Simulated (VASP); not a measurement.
The input files of a VASP run:

**POSCAR**
```
ZrN
1
    0.0000000000     2.3551111298     2.3551111298
    2.3551111298     0.0000000000     2.3551111298
    2.3551111298     2.3551111298     0.0000000000
Zr N
1 1
Direct
  0.0000000000   0.0000000000   0.0000000000
  0.5000000000   0.5000000000   0.5000000000
```

**INCAR**
```
SYSTEM=ZrN
PREC=Accurate; ENCUT=520; LREAL=.FALSE.
LASPH=.TRUE.
EDIFF=1E-7; NELM=100; ALGO=Normal
LMAXMIX=4
ISMEAR=1; SIGMA=0.1
GGA=RP
ISIF=2
LWAVE=.FALSE.; LCHARG=.FALSE.
```

**KPOINTS**
```
Automatic mesh
0
Gamma
14 14 14
0 0 0
```

POTCAR, in this order: Zr_sv N (PBE.64 set). Program: vasp_std.

Translate this RPBE calculation to Ansatz.

One equivalent input (not run):
Ansatz 0.2 input:
```yaml
crystal:
  lattice:
    - [0.0000000, 2.3551111, 2.3551111]
    - [2.3551111, 0.0000000, 2.3551111]
    - [2.3551111, 2.3551111, 0.0000000]
  atoms:
    - { symbol: Zr, position: [0.0000000, 0.0000000, 0.0000000] }
    - { symbol: N, position: [0.5000000, 0.5000000, 0.5000000] }
kpoints:
  mp_grid: { grid: [14, 14, 14] }
hamiltonian:
  xc: rpbe
  pseudopotentials: { kind: paw }
scf:
  occupations: { method: methfessel_paxton, width: 0.1 }
  max_iter: 100
output: { forces: true, stress: true, eigenvalues: true }
```
What does not carry over: each code has its own PAW files, so the cut-off isn't converted (ENCUT is set for VASP's; basis.ecutwfc is left out, and Ansatz then takes the one that its files recommend); Ansatz stops its SCF on the density residual and VASP on the energy change (EDIFF).

The compound is ZrN in the rock salt structure. This cell is one point of a volume scan, at 1.06 of the reference volume.
